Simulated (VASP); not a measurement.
These are r2SCAN meta-GGA, VASP's PBE PAW potentials (set 64) (plane waves; VASP 6.6.1) values and carry that method's errors.

VASP input:

**KPOINTS**
```
kpoints
0
G
  17 17 17
```

**INCAR**
```
ALGO  =  Normal
EDIFF  =  1E-7
ENCUT  =  520
ISIF  =  2
ISMEAR  =  1
LASPH  =  .True.
LCHARG  =  .False.
LMAXMIX  =  4
LMIXTAU  =  .True.
LREAL  =  .False.
LWAVE  =  .False.
METAGGA  =  R2SCAN
NELM  =  100
PREC  =  Accurate
SIGMA  =  0.1
SYSTEM  =  V
```

POSCAR:
```
V
1
   -1.4613837472     1.4613837472     1.4613837472
    1.4613837472    -1.4613837472     1.4613837472
    1.4613837472     1.4613837472    -1.4613837472
V
1
Direct
  0.0000000000   0.0000000000   0.0000000000
```

POTCAR, in this order: V_sv (PBE.64 set). Program: vasp_std.

What will the output report for the number of irreducible k-points (NKPTS), largest plane-wave count, number of space-group operations, FFT grid (NGX, NGY, NGZ)?

```json
{
 "number of irreducible k-points (NKPTS)": "165",
 "largest_plane_wave_count": "366",
 "number_of_space_group_operations": "48",
 "FFT grid (NGX, NGY, NGZ)": "20 × 20 × 20"
}
```

The compound is V in the bcc structure. This cell is one point of a volume scan, at 0.94 of the reference volume. The run is not spin-polarised, so no magnetic state was tried.
